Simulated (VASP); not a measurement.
Output of a VASP run:

File OSZICAR:
```
       N       E                     dE             d eps       ncg     rms          rms(c)
DAV:   1     0.486020414275E+03    0.48602E+03   -0.29438E+04  2176   0.160E+03
DAV:   2    -0.193634942221E+02   -0.50538E+03   -0.49374E+03  2303   0.423E+02
DAV:   3    -0.511111834153E+02   -0.31748E+02   -0.31545E+02  2607   0.893E+01
DAV:   4    -0.517977467211E+02   -0.68656E+00   -0.68520E+00  2366   0.131E+01
DAV:   5    -0.518144270014E+02   -0.16680E-01   -0.16675E-01  2560   0.194E+00    0.377E+01
DAV:   6    -0.496422264534E+02    0.21722E+01   -0.19759E+01  2302   0.256E+01    0.127E+01
DAV:   7    -0.492640061786E+02    0.37822E+00   -0.83083E+00  2280   0.159E+01    0.899E+00
DAV:   8    -0.489579554554E+02    0.30605E+00   -0.14180E+00  2481   0.699E+00    0.272E+00
DAV:   9    -0.489663520622E+02   -0.83966E-02   -0.12794E-01  2711   0.167E+00    0.117E+00
DAV:  10    -0.489583888120E+02    0.79633E-02   -0.52342E-02  2390   0.136E+00    0.230E-01
DAV:  11    -0.489583422867E+02    0.46525E-04   -0.24057E-03  2463   0.275E-01    0.139E-01
DAV:  12    -0.489583184861E+02    0.23801E-04   -0.17688E-04  2364   0.664E-02    0.735E-02
DAV:  13    -0.489582986749E+02    0.19811E-04   -0.20180E-04  2632   0.774E-02    0.203E-02
DAV:  14    -0.489582974500E+02    0.12249E-05   -0.24775E-05  2467   0.311E-02    0.113E-02
DAV:  15    -0.489582971302E+02    0.31975E-06   -0.13023E-06  2478   0.730E-03    0.311E-03
DAV:  16    -0.489582970254E+02    0.10484E-06   -0.76397E-07  2167   0.492E-03    0.661E-04
DAV:  17    -0.489582970257E+02   -0.29195E-09   -0.30761E-08  1573   0.127E-03
   1 F= -.48958297E+02 E0= -.48958297E+02  d E =0.000000E+00
```

OUTCAR:
```
------------------------ aborting loop because EDIFF is reached ----------------------------------------
  FORCE on cell =-STRESS in cart. coord.  units (eV):
  Direction    XX          YY          ZZ          XY          YZ          ZX
  --------------------------------------------------------------------------------------
  Total       -0.0115742     -0.0115742      0.0296331      0.0000000      0.0000000      0.0000000
  in kB       -0.1818276     -0.1818275      0.4655269      0.0000000      0.0000000      0.0000000
  external PRESSURE =       0.0339573 kB  Pullay stress =       0.0000000 kB
  volume of cell :      101.99
      direct lattice vectors                 reciprocal lattice vectors
     1.561851581 -2.705206026  0.000000000     0.320132851 -0.184828806  0.000000000
     1.561851581  2.705206026  0.000000000     0.320132851  0.184828806  0.000000000
     0.000000000  0.000000000 12.069037374     0.000000000  0.000000000  0.082856650
 POSITION                                       TOTAL-FORCE (eV/Angst)
 -----------------------------------------------------------------------------------
      1.56185      0.90174      3.01726        -0.000000      0.000000      0.000000
      1.56185     -0.90174      9.05178         0.000000     -0.000000      0.000000
      1.56185      0.90174     10.60578        -0.000000     -0.000000      0.007581
      1.56185     -0.90174      4.57126        -0.000000      0.000000      0.007581
      1.56185     -0.90174      1.46326        -0.000000      0.000000     -0.007581
      1.56185      0.90174      7.49777        -0.000000     -0.000000     -0.007581
 -----------------------------------------------------------------------------------
    total drift:                                0.000212      0.001557     -0.000030
  FREE ENERGIE OF THE ION-ELECTRON SYSTEM (eV)
  ---------------------------------------------------
  free  energy   TOTEN  =       -48.9582970257 eV

  energy  without entropy=      -48.9582970257  energy(sigma->0) =      -48.95829703

 total charge

# of ion       s       p       d       tot
------------------------------------------
    1        2.305   6.237   4.033  12.576
    2        2.305   6.237   4.033  12.576
    3        1.363   2.341   0.000   3.704
    4        1.363   2.341   0.000   3.704
    5        1.363   2.341   0.000   3.704
    6        1.363   2.341   0.000   3.704
--------------------------------------------------
tot         10.063  21.839   8.066  39.968
```
(Selected blocks of OUTCAR.)

**POSCAR**
```
MoS2
1
    1.5618515814    -2.7052060265     0.0000000000
    1.5618515814     2.7052060265     0.0000000000
    0.0000000000     0.0000000000    12.0690373739
Mo S
2 4
Direct
  0.3333330000   0.6666670000   0.2500000000
  0.6666670000   0.3333330000   0.7500000000
  0.3333330000   0.6666670000   0.8787595408
  0.6666670000   0.3333330000   0.3787595408
  0.6666670000   0.3333330000   0.1212404592
  0.3333330000   0.6666670000   0.6212404592
```

Q: Write an INCAR and KPOINTS that could have produced this output.

A: One answer among several that fit: the input of the run itself, LDA (Ceperley-Alder, Perdew-Zunger), plane waves, VASP's LDA PAW potentials (set 64).

File KPOINTS:
```
Automatic mesh
0
Gamma
11 11 3
0 0 0
```

### INCAR
```
! general
SYSTEM  = MoS2
PREC    = Accurate
ENCUT   = 520
LREAL   = F
LASPH   = T

! electronic loop
EDIFF   = 1E-7
NELM    = 100
ALGO    = Normal
LMAXMIX = 4

! smearing
ISMEAR  = -5

! ions
ISIF    = 2

! output
LWAVE   = F
LCHARG  = T
LORBIT  = 11
NEDOS   = 601
```

POTCAR, in this order: Mo_sv S (LDA.64 set). Program: vasp_std.

The compound is MoS2 in the 2H layered structure. It was relaxed first.
